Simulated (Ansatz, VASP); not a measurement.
# TiTeS in two plane-wave programs, part 2 of 2

One calculation is typed for both programs; each brings its own data sets. How far apart do they land? The cell is taken from a series of runs on this material, whose earlier steps may have relaxed, scaled, displaced or heated it; both programs get it as it stands.

VASP 6.6.1 and Ansatz 0.2.0.

So far: Set-up; VASP: zone-centre phonons, PBEsol.

**3. Ansatz: zone-centre phonons, PBEsol**

Level of this step: Ansatz beside VASP: Kohn-Sham DFT, plane waves, PBEsol (Ansatz).

Ansatz runs on its PAW soft_1 files.

The same cell, functional, mesh and smearing now go to Ansatz, which takes its cutoff from its data sets.

input.yaml

```yaml
crystal:
  lattice:
    - [3.6262343215, 0.0, 0.0]
    - [-1.8131171607, 3.1404110425, 0.0]
    - [0.0, 0.0, 30.0]
  atoms:
    - { symbol: Ti, position: [0.0, 0.0, 0.3399128683] }
    - { symbol: S, position: [0.3333333333, 0.6666666667, 0.3786465492] }
    - { symbol: Te, position: [0.6666666667, 0.3333333333, 0.2781072494] }
  periodic: [true, true, false]
kpoints:
  mp_grid: { grid: [15, 15, 1] }
hamiltonian:
  xc: pbesol
  pseudopotentials: { kind: paw, azcp: { folder: soft_1 }, xc_functional: pbe }
scf:
  occupations: { method: methfessel_paxton, width: 0.2 }
output:
  eigenvalues: true
phonons:
  method: dfpt
```

Run with:

```
$ ansatz run input.yaml --threads 4 --pin off --max-ram 16384MiB --backend cpu --events-out ev --progress --plain --runs-dir out
```

Numbers of over 12 decimals in the logs are rounded to 6 here.

Output:

```text
Engine: ansatz 0.2.0, aarch64-unknown-linux-gnu
Pseudopotentials: kind: paw
Pseudopotential: Ti, paw, valence charge 12, recommended cutoff 420 eV (normal), soft_1/Ti.paw.azcp
Pseudopotential: S, paw, valence charge 6, recommended cutoff 420 eV (normal), soft_1/S.paw.azcp
Pseudopotential: Te, paw, valence charge 16, recommended cutoff 420 eV (normal), soft_1/Te.paw.azcp
Functional definition: PBEsol
  exchange = pbesol_x
  correlation = pbesol_c
Crystal: 3 atoms, lattice volume = 341.636 Å³
Basis set: ecut = 420 eV, 6605 PW (Γ), exchange–correlation on 50×50×432 points (8 copies of the dense FFT grid, shifted against one another)
Bands: 21, of which v1, the nominal top of the filled ones, is band 17 counted from 1 (16 counted from 0)
Symmetry: 6 space group operations
k-points: 64 of 225 (irreducible under 2 space group operations, time reversal used)
Non-local potential: Ti, projectors of the file, l = 0: 3, l = 1: 2, l = 2: 3, l = 3: 1
Non-local potential: S, projectors of the file, l = 0: 2, l = 1: 2, l = 2: 1
Non-local potential: Te, projectors of the file, l = 0: 2, l = 1: 2, l = 2: 2, l = 3: 1
PAW form: soft (Blöchl's): semilocal exchange-correlation on the pseudo side does not see the compensation charge
PAW frozen core: Ti, regenerated for the run's functional, and the local potential with it (the file was generated under x = pbe(κ = 0.804, μ = 0.219515), c = pbe(β = 0.066725))
PAW frozen core: S, regenerated for the run's functional, and the local potential with it (the file was generated under x = pbe(κ = 0.804, μ = 0.219515), c = pbe(β = 0.066725))
PAW frozen core: Te, regenerated for the run's functional, and the local potential with it (the file was generated under x = pbe(κ = 0.804, μ = 0.219515), c = pbe(β = 0.066725))
PAW one-centre angular grid: Ti, 590 points (default); XC on 64 Gauss nodes
PAW one-centre angular grid: S, 110 points (default); XC on 64 Gauss nodes
PAW one-centre angular grid: Te, 590 points (default); XC on 64 Gauss nodes
Initial density: superposition of atomic densities (neutral atoms: chi_scale 0, normalization atom)
Initial wavefunctions: pseudopotential atomic-orbital guess
Functional: x = pbesol(κ = 0.804, μ = 0.123457), c = pbesol(β = 0.046)
SCF iter   1: F=—  HF=-10264.067556 eV  |F-HF|=—  |Δ(HF+E_count)|=         —  Δρ=2.01e-2  dr2=2.54e0  ethr=3.10e-3  ⟨swp⟩=14.6  Hψ=11367  notcnv=0
preconditioner: auto → LDOS  [metal: Δε(μ)=0.084 eV  Ē_g=6.959 eV  σ=0.200 eV  W_gap=0.35  n_scr=16 (ndim 8)  ℏωp=8.0 eV  f_vac=0.757  D(μ)=1.10/eV (n_scr^D=6)  β→1.0]
SCF iter   2: F=—  HF=-10264.666791 eV  |F-HF|=—  |Δ(HF+E_count)|=   5.99e-1  S|Δr|=    0.00e0  Δρ=1.87e-2  dr2=8.50e0  ethr=3.10e-3  ⟨swp⟩=4.8  Hψ=4131  notcnv=0  recentre
SCF iter   3: F=—  HF=-10263.542173 eV  |F-HF|=—  |Δ(HF+E_count)|=    1.12e0  S|Δr|=    0.00e0  Δρ=6.54e-3  dr2=1.07e0  ethr=3.10e-3  ⟨swp⟩=4.5  Hψ=3988  notcnv=0
SCF iter   4: F=—  HF=-10263.457147 eV  |F-HF|=—  |Δ(HF+E_count)|=   8.50e-2  S|Δr|=    0.00e0  Δρ=3.21e-3  dr2=4.61e-2  ethr=3.10e-3  ⟨swp⟩=1.9  Hψ=1990  notcnv=0
SCF iter   5: F=—  HF=-10263.455091 eV  |F-HF|=—  |Δ(HF+E_count)|=   2.06e-3  S|Δr|=    0.00e0  Δρ=7.52e-4  dr2=4.61e-3  ethr=1.36e-4  ⟨swp⟩=3.7  Hψ=3109  notcnv=0
SCF iter   6: F=—  HF=-10263.454271 eV  |F-HF|=—  |Δ(HF+E_count)|=   8.20e-4  S|Δr|=    0.00e0  Δρ=2.76e-4  dr2=2.56e-4  ethr=1.35e-5  ⟨swp⟩=3.5  Hψ=2807  notcnv=0
SCF iter   7: F=—  HF=-10263.454372 eV  |F-HF|=—  |Δ(HF+E_count)|=   1.01e-4  S|Δr|=    0.00e0  Δρ=1.13e-4  dr2=8.33e-5  ethr=7.53e-7  ⟨swp⟩=3.0  Hψ=2877  notcnv=0
SCF iter   8: F=—  HF=-10263.454360 eV  |F-HF|=—  |Δ(HF+E_count)|=   1.23e-5  S|Δr|=    0.00e0  Δρ=4.46e-5  dr2=1.48e-5  ethr=2.45e-7  ⟨swp⟩=2.4  Hψ=2047  notcnv=0
SCF iter   9: F=—  HF=-10263.454354 eV  |F-HF|=—  |Δ(HF+E_count)|=   6.25e-6  S|Δr|=    0.00e0  Δρ=7.37e-6  dr2=5.85e-7  ethr=4.34e-8  ⟨swp⟩=3.2  Hψ=2840  notcnv=0
SCF iter  10: F=—  HF=-10263.454416 eV  |F-HF|=—  |Δ(HF+E_count)|=   6.22e-5  S|Δr|=    0.00e0  Δρ=1.88e-6  dr2=5.43e-8  ethr=1.72e-9  ⟨swp⟩=2.9  Hψ=2308  notcnv=0
SCF iter  11: F=—  HF=-10263.454416 eV  |F-HF|=—  |Δ(HF+E_count)|=   4.06e-8  S|Δr|=    0.00e0  Δρ=6.43e-7  dr2=2.70e-9  ethr=1.60e-10  ⟨swp⟩=3.8  Hψ=2917  notcnv=0
SCF iter  12: F=—  HF=-10263.454416 eV  |F-HF|=—  |Δ(HF+E_count)|=   5.12e-9  S|Δr|=    0.00e0  Δρ=1.74e-7  dr2=1.25e-10  ethr=7.95e-12  ⟨swp⟩=3.7  Hψ=2914  notcnv=0
SCF iter  13: F=—  HF=-10263.454416 eV  |F-HF|=—  |Δ(HF+E_count)|=   1.53e-9  S|Δr|=    0.00e0  Δρ=4.56e-8  dr2=2.06e-11  ethr=1.00e-12  ⟨swp⟩=2.8  Hψ=2508  notcnv=0
SCF iter  14: F=-10263.454416 eV  HF=-10263.454416 eV  |F-HF|=1.82e-12  |Δ(HF+E_count)|=  3.87e-10  S|Δr|=    0.00e0  Δρ=1.80e-8  dr2=2.60e-12  ethr=1.00e-12  ⟨swp⟩=14.3  Hψ=10033  notcnv=0
SCF 1 converged in 14 iterations: F = -10263.454416 eV  dr2 = 2.60e-12
  greatest PAW one-centre occupation: 0.998 electrons in one spin orbital (limit 2), on the Ti atom at site 0 (counted from 0), in its partial waves of l = 0
DFPT response loops at Γ: preconditioner auto → none (partly filled bands, converged f_vac=0.766); β = 0.50; Broyden in place of MSR1
SCF converged after 14 iterations
Stability not checked: this state was not tested for a lower state beside it, because cold or Methfessel-Paxton smearing, or corrected tetrahedra, fill the levels in a way that the test cannot read (fill_not_monotonic; see scf.lower_state_search)
Free energy (F): -10263.454416 eV
Harris-Foulkes:  -10263.454416 eV  (|F-HF|=1.82e-12)
Internal energy: -10263.461901 eV  (E = F + TS)
E sigma→0 (E₀):  -10263.456287 eV
Entropy (-TS):   0.007486 eV (2.495 meV/atom)
Fermi energy:    -4.890618 eV
--- Per-component energies (eV) ---
  E_band       = -935.124221
  E_kinetic    = 557.285405
  E_local      = -57915.768520  (includes V_loc(G=0)·N_el)
  E_nonlocal   = 164.492955
  E_hartree    = 28583.295219
  E_xc         = -324.575409
  E_vxc        = -329.139760  (∫ρ·V_xc dr)
  E_paw        = -6202.642934  (= ΣΔE_a)
  E_vpaw       = -578.584661  (= ΣTr[D̂ρ^β])
  E_aug_tail   = 0.000010  (compensation charges beyond the density's cutoff)
  E_ewald      = 24873.875228
  E_core_change = 0.576145  (= ΣΔE_core)
  E_smearing   = 0.007486  (= −TS)
  E_closure    = 0.000000  (closes the sum)
  Σ components = -10263.454416   (vs F -10263.454416, Δ=0.00e0)
--- Band table (eV; the first three rows and the last of 64) ---
  k-point 0: bands = [... 13 lower, -8.2488, -6.8606, -4.8016, -4.8016, -4.1270, -4.1270, -3.8278, -1.4910]
  k-point 1: bands = [... 13 lower, -8.2374, -6.7575, -5.0698, -4.9607, -4.3642, -3.9951, -3.6131, -1.8003]
  k-point 2: bands = [... 13 lower, -8.2074, -6.5757, -5.8181, -5.2470, -4.5129, -3.8006, -3.4938, -2.2870]
  k-point 63: bands = [... 13 lower, -8.4451, -8.1058, -7.0786, -6.7311, -4.5807, -3.8428, -3.8059, -2.6609]
--- Phonons (Γ-DFPT): 6 representative perturbations + reference, on 64 of 225 k-points (Σ response iterations 31) ---
  k mesh reduced under 2 symmetry operations, with k and −k counted as one. Each operation leaves every solved perturbation unchanged. A smaller set is not used because it would not reduce the number of displacements times k-points to solve
  ASR residual: 4.907e-5 → 0.000e0 eV/Å²; symmetrization residual: 3.405e-5 eV/Å²
  ASR residual per site (eV/Å²): 3.00e-5 3.15e-5 4.91e-5
  Γ frequencies (cm⁻¹): 0.00 0.00 0.00 117.51 117.51 201.54 251.46 251.46 342.97
  non-analytic LO–TO correction: not included (Born effective charges unavailable; polar crystals: no LO–TO splitting at Γ)
```

Reading the cycles: dr2 is the Hartree energy of the density residual (eV), the measure of convergence; HF is the Harris–Foulkes estimate of the energy, which meets the free energy F at convergence.

**4. Comparison**

Known differences besides the potentials themselves: Ansatz cuts the interaction across the vacuum, VASP repeats the sheet without a dipole correction; the data sets hold 34 valence electrons in Ansatz (on its PAW soft_1 files) and 24 in VASP; the cutoff is 420 eV in Ansatz and 500 eV in VASP; Ansatz makes its cores anew for this functional, VASP keeps those of its PBE data sets. Total energies have different zeros and are not compared.

Both answers:

```
                  quantity  Ansatz   VASP  difference
optical mode 1 to 2 (cm⁻¹)   117.5  118.0     -0.40 %
     optical mode 3 (cm⁻¹)   201.5  201.6     -0.02 %
optical mode 4 to 5 (cm⁻¹)   251.5  252.5     -0.43 %
     optical mode 6 (cm⁻¹)   343.0  343.4     -0.11 %
```

Modes are paired by rising frequency, not by their patterns, so a pair may set unlike modes beside each other; they are those without the splitting of longitudinal modes. Where the cell holds vacuum, a pressure given here is an average over it and none of the material.

**5. What came out**

```
r.m.s. difference of the optical zone-centre modes, each program's sorted by frequency (zone-centre phonons, PBEsol) : 0.70 cm⁻¹
```

In words: The r.m.s. difference of the optical zone-centre modes, each program's sorted by frequency is 0.70 cm⁻¹ (zone-centre phonons, PBEsol). The data sets hold unlike numbers of valence electrons (34 in Ansatz and 24 in VASP), so part of the differences may come from the potentials. How closely two codes agree says nothing of how well the functional describes the real material.

[Lines on the potential files, build, host, timing and source positions are cut from VASP's logs without a mark.]

[Logs are printed without paths, hosts, clocks, repeated set-up lines and the standing remarks that a program may print on its own settings, such as how far it seeks lower states.]

[Hosts, paths, dates, database ids (printed as entryN), source tags and the programs' standing remarks are cut or masked in the printed files.]
